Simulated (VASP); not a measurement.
A convergence study with VASP on SiO2 (rutile): one setting is varied, all else stays as given below, so the limit is that of these other settings.

```
CELL_PARAMETERS angstrom
      4.18000     0.00000     0.00000
      0.00000     4.18000     0.00000
      0.00000     0.00000     2.67000
ATOMIC_POSITIONS crystal
  Si 0.00000 0.00000 0.00000
  Si 0.50000 0.50000 0.50000
  O  0.30600 0.30600 0.00000
  O  0.80600 0.19400 0.50000
  O  0.19400 0.80600 0.50000
  O  0.69400 0.69400 0.00000
```

Method: LDA (Ceperley-Alder, Perdew-Zunger), VASP's LDA PAW potentials (set 64) (plane waves; VASP). The tightest run used: 700 eV cut-off, 11×11×17 Γ-centred mesh, Gaussian smearing of 0.050 eV, potentials Si O.

```json
[
 {"setting": "1×1×1 mesh", "E (eV/atom)": "-6.5409", "pressure (GPa)": "18.49", "largest force (eV/Å)": "3.464", "irreducible k-points": "1"},
 {"setting": "1×1×2 mesh", "E (eV/atom)": "-8.6673", "pressure (GPa)": "-12.40", "largest force (eV/Å)": "0.097", "irreducible k-points": "2"},
 {"setting": "2×2×3 mesh", "E (eV/atom)": "-8.6474", "pressure (GPa)": "-4.02", "largest force (eV/Å)": "0.017", "irreducible k-points": "6"}
]
```

Task: These are the cheaper rows. Estimate the results at 11×11×17 mesh, and how far the last row shown lies from them.

Result: 
| quantity | tightest run | last row shown is off by |
|---|---|---|
| E (eV/atom) | -8.6669 | 0.0196 |
| pressure (GPa) | -4.06 | 0.04 |
| largest force (eV/Å) | 0.001 | 0.016 |

Left out are rungs that failed or repeat a setting and relaxations that didn't move; long series are thinned to 24 rows.

The compound is SiO2 in the rutile structure, stishovite, a high-pressure form. The cell was not relaxed at this level, forces remain on its atoms.
